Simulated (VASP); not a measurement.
# BeCd2S3 (Cc) in VASP: relaxation of cell and atoms with PBE

Aim: the relaxation of cell and atoms of BeCd2S3 with PBE.

Program: VASP 6.6.1. These are calculated values, not measurements. Logs are shortened: lines on timing, memory, paths and dates and some standing lists are left out, and cuts for length are marked.

## (1) The crystal as given

Symmetry: Cc, No. 9, monoclinic system. The conventional cell has a = 6.650 Å, b = 11.520 Å, c = 6.650 Å, α = 90.00°, β = 109.40°, γ = 90.00°. Be (site symmetry 1) is surrounded by 4 S at 2.35 Å. Around Cd (site symmetry 1) lie 4 S at 2.35 Å. Cd (site symmetry 1) has 4 S at 2.35 Å as nearest neighbours. Around S (site symmetry 1) lie 3 Cd at 2.35 Å and 1 Be at 2.35 Å. Around S (site symmetry 1) lie 2 Be at 2.35 Å and 2 Cd at 2.35 Å. S (site symmetry 1) is surrounded by 1 Be at 2.35 Å and 3 Cd at 2.35 Å.

The cell was built by a generator and needn't be a form met in nature.

## (2) Relaxation of cell and atoms, PBE

Contents of INCAR:

```
SYSTEM = BeCd2S3
  PREC = Normal
  ENCUT = 520
  EDIFF = 1E-4
  ISMEAR = 0
  SIGMA = 0.15
  LREAL = Auto
  LASPH = .TRUE.
  NELM = 60
  ALGO = Fast
  ISIF = 3
  LWAVE = .FALSE.
  LCHARG = .FALSE.
  GGA = PE
  IBRION = 2
  NSW = 24
  EDIFFG = -0.08
```

Contents of KPOINTS:

```
Automatic mesh
0
G
  3 3 3
  0 0 0
```

Contents of POSCAR:

```
BeCd2S3
1.0
    3.3250000000     -5.7600000000      0.0000000000
    3.3250000000      5.7600000000      0.0000000000
   -2.2088715300      0.0000000000      6.2724306800
Be Cd S
2 4 6
Direct
    0.0833000000      0.9167000000      0.5000000000
    0.9167000000      0.0833000000      0.0000000000
    0.4167000000      0.5833000000      0.5000000000
    0.7500000000      0.2500000000      0.5000000000
    0.5833000000      0.4167000000      0.0000000000
    0.2500000000      0.7500000000      0.0000000000
    0.7083000000      0.5417000000      0.3750000000
    0.0417000000      0.2083000000      0.3750000000
    0.3750000000      0.8750000000      0.3750000000
    0.5417000000      0.7083000000      0.8750000000
    0.2083000000      0.0417000000      0.8750000000
    0.8750000000      0.3750000000      0.8750000000
```

Potentials or basis: VASP PAW PBE potentials, release 64 (Be, Cd, S).

Command:

```sh
$ cat potpaw_PBE.64/Be/POTCAR potpaw_PBE.64/Cd/POTCAR potpaw_PBE.64/S/POTCAR > POTCAR
$ mpirun -np 1 vasp_std > vasp.out
```

OUTCAR:

```text
SYSTEM = BeCd2S3
   PREC = Normal
   ENCUT = 520
   EDIFF = 1E-4
   ISMEAR = 0
   LREAL = Auto
   LASPH = .TRUE.
   NELM = 60
   ISIF = 3
   GGA = PE
   IBRION = 2
   NSW = 24
   EDIFFG = -0.08

 ion  position               nearest neighbor table
   1  0.083  0.917  0.500-   8 2.35   9 2.35   7 2.35  11 2.35
   2  0.917  0.083  0.000-  11 2.35  12 2.35  10 2.35   8 2.35
   3  0.417  0.583  0.500-   7 2.35   9 2.35   8 2.35  10 2.35
   4  0.750  0.250  0.500-   7 2.35   8 2.35   9 2.35  12 2.35
   5  0.583  0.417  0.000-  10 2.35  12 2.35  11 2.35   7 2.35
   6  0.250  0.750  0.000-  10 2.35  11 2.35  12 2.35   9 2.35
   7  0.708  0.542  0.375-   3 2.35   4 2.35   1 2.35   5 2.35
   8  0.042  0.208  0.375-   1 2.35   4 2.35   3 2.35   2 2.35
   9  0.375  0.875  0.375-   1 2.35   3 2.35   4 2.35   6 2.35
  10  0.542  0.708  0.875-   5 2.35   6 2.35   2 2.35   3 2.35
  11  0.208  0.042  0.875-   2 2.35   6 2.35   5 2.35   1 2.35
  12  0.875  0.375  0.875-   2 2.35   5 2.35   6 2.35   4 2.35

  LATTYP: Found a base centered monoclinic cell.
 ALAT       =     6.6500000000
 B/A-ratio  =     1.7323308271
 C/A-ratio  =     1.0000000008
 COS(beta)  =    -0.3321611321

  Lattice vectors:

 A1 = (   3.3250000000,  -5.7600000000,   0.0000000000)
 A2 = (   3.3250000000,   5.7600000000,   0.0000000000)
 A3 = (  -2.2088715300,   0.0000000000,   6.2724306800)

Analysis of symmetry for initial positions (statically):
=====================================================================
 Subroutine PRICEL returns:
 Original cell was already a primitive cell.

 Routine SETGRP: Setting up the symmetry group for a
 base centered monoclinic supercell.

 Subroutine GETGRP returns: Found  2 space group operations
 (whereof  1 operations were pure point group operations)
 out of a pool of  4 trial point group operations.

The static configuration has the point symmetry C_1 .
 The point group associated with its full space group is C_1h.

Analysis of symmetry for dynamics (positions and initial velocities):
=====================================================================
 Subroutine PRICEL returns:
 Original cell was already a primitive cell.

 Routine SETGRP: Setting up the symmetry group for a
 base centered monoclinic supercell.

 Subroutine GETGRP returns: Found  2 space group operations
 (whereof  1 operations were pure point group operations)
 out of a pool of  4 trial point group operations.

The dynamic configuration has the point symmetry C_1 .
 The point group associated with its full space group is C_1h.

 Subroutine INISYM returns: Found  2 space group operations
 (whereof  1 operations are pure point group operations),
 and found     1 'primitive' translations

----------------------------------------------------------------------------------------

                                     Primitive cell

  volume of cell :     240.2592

  direct lattice vectors                    reciprocal lattice vectors
     3.325000000 -5.760000000  0.000000000     0.150375940 -0.086805556  0.052955728
     3.325000000  5.760000000  0.000000000     0.150375940  0.086805556  0.052955728
    -2.208871530  0.000000000  6.272430680     0.000000000  0.000000000  0.159427828

  length of vectors
     6.650806342  6.650806342  6.650000005     0.181528061  0.181528061  0.159427828

  position of ions in fractional coordinates (direct lattice)
     0.083300000  0.916700000  0.500000000
     0.916700000  0.083300000  0.000000000
     0.416700000  0.583300000  0.500000000
     0.750000000  0.250000000  0.500000000
     0.583300000  0.416700000  0.000000000
     0.250000000  0.750000000  0.000000000
     0.708300000  0.541700000  0.375000000
     0.041700000  0.208300000  0.375000000
     0.375000000  0.875000000  0.375000000
     0.541700000  0.708300000  0.875000000
     0.208300000  0.041700000  0.875000000
     0.875000000  0.375000000  0.875000000

  ion indices of the primitive-cell ions
   primitive index   ion index
                 1           1
                 2           2
                 3           3
                 4           4
                 5           5
                 6           6
                 7           7
                 8           8
                 9           9
                10          10
                11          11
                12          12

----------------------------------------------------------------------------------------

 KPOINTS: Automatic mesh

Automatic generation of k-mesh.
 Grid dimensions read from file:
 generate k-points for:    3    3    3

 Generating k-lattice:

  Cartesian coordinates                     Fractional coordinates (reciprocal lattice)
     0.050125313 -0.028935185  0.017651909     0.333333333  0.000000000 -0.000000000
     0.050125313  0.028935185  0.017651909     0.000000000  0.333333333 -0.000000000
     0.000000000  0.000000000  0.053142609     0.000000000  0.000000000  0.333333333

  Length of vectors
     0.060509354  0.060509354  0.053142609

  Shift w.r.t. Gamma in fractional coordinates (k-lattice)
     0.000000000  0.000000000  0.000000000

 Subroutine IBZKPT returns following result:
 ===========================================

 Found     10 irreducible k-points:

 Following reciprocal coordinates:
            Coordinates               Weight
  0.000000  0.000000  0.000000      1.000000
  0.333333 -0.000000 -0.000000      4.000000
  0.333333  0.333333 -0.000000      2.000000
 -0.333333  0.333333  0.000000      2.000000
  0.000000  0.000000  0.333333      2.000000
  0.333333 -0.000000  0.333333      4.000000
 -0.333333  0.000000  0.333333      4.000000
  0.333333  0.333333  0.333333      2.000000
 -0.333333  0.333333  0.333333      4.000000
 -0.333333 -0.333333  0.333333      2.000000
   k-points           NKPTS =     10   k-points in BZ     NKDIM =     10   number of bands    NBANDS=     52
   number of dos      NEDOS =    301   number of ions     NIONS =     12
   total plane-waves  NPLWV =  64000
   dimension x,y,z NGX =    40 NGY =   40 NGZ =   40
   dimension x,y,z NGXF=    80 NGYF=   80 NGZF=   80
   ions per type =               2   4   6
   NGX,Y,Z   is equivalent  to a cutoff of  10.00, 10.00, 10.00 a.u.
   NGXF,Y,Z  is equivalent  to a cutoff of  20.00, 20.00, 20.00 a.u.
 SYSTEM =  BeCd2S3
   PREC   = normal    normal or accurate (medium, high low for compatibility)
   ISTART =      0    job   : 0-new  1-cont  2-samecut
   ICHARG =      2    charge: 1-file 2-atom 10-const
   ISPIN  =      1    spin polarized calculation?
   LNONCOLLINEAR =      F non collinear calculations
   LSORBIT =      F    spin-orbit coupling
   LASPH  =      T    aspherical Exc in radial PAW
   ENCUT  =  520.0 eV  38.22 Ry    6.18 a.u.  12.37 12.37 12.36*2*pi/ulx,y,z
   NELM   =     60;   NELMIN=  2; NELMDL= -5     # of ELM steps
   EDIFF  = 0.1E-03   stopping-criterion for ELM
   LREAL  =      T    real-space projection
   EDIFFG = -.8E-01   stopping-criterion for IOM
   NSW    =     24    number of steps for IOM
   IBRION =      2    ionic relax: 0-MD 1-quasi-New 2-CG
   NFREE  =      1    steps in history (QN), initial steepest desc. (CG)
   ISIF   =      3    stress and relaxation
   ISYM   =      2    0-nonsym 1-usesym 2-fastsym
   POTIM  = 0.5000    time-step for ionic-motion
   TEBEG  =    0.0;   TEEND  =   0.0 temperature during run
   PSTRESS=    0.0 pullay stress
   NELECT =      88.0000    total number of electrons
   NUPDOWN=      -1.0000    fix difference up-down
   EMIN   =  10.00;   EMAX   =-10.00  energy-range for DOS
   EFERMI =   0.00;   METHOD = LEGACY
   ISMEAR =     0;   SIGMA  =   0.15  broadening in eV -4-tet -1-fermi 0-gaus
   EFERMI_NEDOS =   21; number of points for ismear=-14 and -15
   IALGO  =     68    algorithm
   IMIX   =      4    mixing-type and parameters
     AMIX     =   0.40;   BMIX     =  1.00
     AMIX_MAG =   1.60;   BMIX_MAG =  1.00
  volume/ion in A,a.u.               =      20.02       135.11
  Fermi-wavevector in a.u.,A,eV,Ry     =   1.171320  2.213475 18.667079  1.371992
  Thomas-Fermi vector in A             =   2.307766
   LORBIT       =      0    0 simple, 1 ext, 2 COOP (PROOUT), +10 PAW based schemes
   GGA     = PE    functional components
   LHFCALC =     F    Hartree Fock is set to
   AEXX    =    0.0000 exact exchange contribution
   IVDW    =     0    specifies the selected vdW correction
   LEPSILON=     F    determine dielectric tensor
   LRPA    =     F    only Hartree local field effects (RPA)
 conjugate gradient relaxation of ions
 non-spin polarized calculation
 RMM-DIIS sequential band-by-band and
 Gauss-broadening in eV      SIGMA  =   0.15
  energy-cutoff  :      520.00
  volume of cell :      240.26
 maximum number of plane-waves:      6486
   NGX = 25   NGY = 25   NGZ = 25

--------------------------------------- Ionic step        1  -------------------------------------------

 number of electron      87.9999970 magnetization

 Free energy of the ion-electron system (eV)
  ---------------------------------------------------
  ext. energy  EPLUGINS =         0.00000000
  ---------------------------------------------------
  free energy    TOTEN  =       -40.13506333 eV

  energy without entropy =      -40.13506333  energy(sigma->0) =      -40.13506333

------------------------ aborting loop because EDIFF is reached ----------------------------------------

  FORCE on cell =-STRESS in cart. coord.  units (eV):
  Direction    XX          YY          ZZ          XY          YZ          ZX
  --------------------------------------------------------------------------------------
  -------------------------------------------------------------------------------------
  Total       17.7341969     17.9650475     17.8978262      0.0000000      0.0000000     -0.0536898
  in kB      118.2611531    119.8005889    119.3523215      0.0000000      0.0000000     -0.3580321
  external PRESSURE =     119.1380212 kB  Pullay stress =       0.0000000 kB
[... 119 lines left out ...]
  FREE ENERGIE OF THE ION-ELECTRON SYSTEM (eV)
  ---------------------------------------------------
  free  energy   TOTEN  =       -42.7431667953 eV

  energy  without entropy=      -42.7431667953  energy(sigma->0) =      -42.74316680

[... ionic steps 4 to 8 ...]

--------------------------------------- Ionic step        9  -------------------------------------------

 number of electron      88.0000007 magnetization

------------------------ aborting loop because EDIFF is reached ----------------------------------------

  FORCE on cell =-STRESS in cart. coord.  units (eV):
  Direction    XX          YY          ZZ          XY          YZ          ZX
  --------------------------------------------------------------------------------------
  -------------------------------------------------------------------------------------
  Total        0.1615151      0.2116054      0.1255507      0.0000000      0.0000000      0.1755818
  in kB        1.0076619      1.3201657      0.7832869      0.0000000      0.0000000      1.0954211
  external PRESSURE =       1.0370382 kB  Pullay stress =       0.0000000 kB
[... 77 lines left out ...]
  energy  without entropy=      -44.0754742676  energy(sigma->0) =      -44.07547427

--------------------------------------- Ionic step       11  -------------------------------------------

 number of electron      88.0000002 magnetization

 Free energy of the ion-electron system (eV)
  ---------------------------------------------------
  ext. energy  EPLUGINS =         0.00000000
  ---------------------------------------------------
  free energy    TOTEN  =       -44.07767400 eV

  energy without entropy =      -44.07767400  energy(sigma->0) =      -44.07767400

 E-fermi :   2.4786     XC(G=0):  -9.3034

 val. band max:        1.8449483768   @ k =   0.0000   0.0000   0.0000
 cond. band min:       3.6479910969   @ k =   0.0000   0.0000   0.0000
 fundamental gap:      1.8030427200
 Fermi energy:         2.4786170763

 k-point     1 :       0.0000    0.0000    0.0000
  band No.  band energies     occupation
      1     -10.7437      2.00000
      2     -10.0271      2.00000
      3      -9.7936      2.00000
      4      -9.7637      2.00000
      5      -9.7605      2.00000
      6      -9.7305      2.00000
[... 578 lines left out ...]
  FREE ENERGIE OF THE ION-ELECTRON SYSTEM (eV)
  ---------------------------------------------------
  free  energy   TOTEN  =       -44.0776740013 eV

  energy  without entropy=      -44.0776740013  energy(sigma->0) =      -44.07767400

 reached required accuracy - stopping structural energy minimisation
```

Run time: 9.7 min. Hardware: 1 thread of Intel Xeon Platinum 8259CL at 2.50GHz (Skylake/Cascade Lake), shared host; peak memory 0.29 GiB.

What came out:

* Free energy: -44.0777 eV
* Relaxed volume: 21.51 Å³/atom
* Relaxed cell: a = 6.871 Å, b = 6.871 Å, c = 6.687 Å, α = 98.73°, β = 98.73°, γ = 120.78°
* Space group after relaxing (to 0.05 Å): Cc (No. 9)
* Energy gained by relaxing: 328.6 meV/atom
* Ionic steps: 11
* Pressure after relaxing: -0.2 GPa
* Largest force after relaxing: 0.073 eV/Å
* Band gap on the k mesh: 1.80 eV, direct

Forces in eV/Å, atoms in the order of the input:
```
Be  -0.007 -0.009 -0.005
Be  -0.007  0.009 -0.005
Cd   0.017  0.037  0.027
Cd   0.036 -0.027  0.031
Cd   0.017 -0.037  0.027
Cd   0.036  0.027  0.031
S   -0.060 -0.041 -0.008
S    0.021  0.008 -0.016
S   -0.008  0.005 -0.029
S   -0.060  0.041 -0.008
S    0.021 -0.008 -0.016
S   -0.008 -0.005 -0.029
```

The path:
| step | energy change (eV) | largest force (eV/Å) | pressure (GPa) | volume (Å³) |
| --- | --- | --- | --- | --- |
| 1 | 0.0000 | 3.6555 | 11.91 | 240.26 |
| 2 | -2.4879 | 1.1530 | -5.66 | 295.84 |
| 3 | -2.6081 | 1.4666 | -3.58 | 284.00 |
| 4 | -3.4153 | 1.0064 | -2.30 | 272.37 |
| 5 | -3.8238 | 0.4885 | 0.05 | 258.82 |
| 6 | -3.8801 | 0.3226 | -0.01 | 258.33 |
| 7 | -3.9159 | 0.1972 | -0.04 | 257.44 |
| 8 | -3.9342 | 0.1383 | 0.08 | 256.82 |
| 9 | -3.9342 | 0.1393 | 0.10 | 256.81 |
| 10 | -3.9404 | 0.0808 | -0.11 | 257.54 |
| 11 | -3.9426 | 0.0728 | -0.23 | 258.15 |

Final structure:
```xyz
12
Lattice="3.3950 -5.9740 0.0535 3.3950 5.9740 0.0535 -2.1549 0.0000 6.3303" Properties=species:S:1:pos:R:3 pbc="T T T"
Be    2.3125    5.0754    3.1880
Be    1.2350   -5.0754    6.3532
Cd    2.2830    1.0169    3.1991
Cd    2.3301   -3.0852    3.2057
Cd    1.2056   -1.0169    6.3643
Cd    1.2527    3.0852    6.3708
S     3.6985   -1.0097    2.5796
S    -0.0583    0.7336    2.1644
S     3.2987    3.2948    2.5877
S     2.6211    1.0097    5.7447
S    -1.1358   -0.7336    5.3295
S     2.2213   -3.2948    5.7528
```

Levels at points of the mesh, in eV from the valence-band top:
```tsv
k point	band 42	band 43	band 44	band 45	band 46	band 47
(0.00, 0.00, 0.00)	-0.10	-0.07	0.00	1.80	3.01	3.94
```

Caveat: the relaxation stopped at a loose force limit of 0.08 eV/Å, so its end isn't a converged minimum. As with any semilocal functional, this PBE gap is likely too small.
